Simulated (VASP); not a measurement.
Input of a VASP 6.6.1 run:

INCAR

```
AGGAC = 1.0
AGGAX = 1.0
ALDAC = 0.0
ALDAX = 1.0
ALGO = Fast
EDIFF = 1E-7
EDIFFG = -0.01
ENCUT = 600
GGA = B5
IBRION = 2
ISIF = 3
ISMEAR = -1
LASPH = T
LCHARG = F
LREAL = F
LWAVE = F
NELM = 60
NSW = 60
PREC = Accurate
SIGMA = 0.05
```

File KPOINTS:

```
k-points
0
Gamma
  8 8 8
```

The input POSCAR:

```
AlHg
1.0
    0.0000000000      3.0685300000      3.0685300000
    3.0685300000      0.0000000000      3.0685300000
    3.0685300000      3.0685300000      0.0000000000
Al Hg
1 1
Direct
    0.0000000000      0.0000000000      0.0000000000
    0.7500000000      0.7500000000      0.7500000000
```

Potentials or basis: VASP PAW PBE potentials, release 64 (Al, Hg).

Command:

```console
$ cat potpaw_PBE.64/Al/POTCAR potpaw_PBE.64/Hg/POTCAR > POTCAR
$ mpirun -np 1 vasp_std > vasp.out
```

Question: What does it give for the band gap on the k mesh?

Answer: None (metal or under the smearing width).

Question: Predict the relaxed volume.

Answer: 31.76 Å³/atom.

Question: What does it give for the space group after relaxing (to 0.05 Å)?

Answer: F-43m (No. 216).

Final structure:
```xyz
2
Lattice="0.0000 3.1668 3.1668 3.1668 0.0000 3.1668 3.1668 3.1668 0.0000" Properties=species:S:1:pos:R:3 pbc="T T T"
Al    0.0000    0.0000    0.0000
Hg    4.7503    4.7503    4.7503
```

Caveat: the PAW data sets were made with another functional, which shifts forces and pressure a little. The run has no spin-orbit coupling, so splittings on Hg are missing.
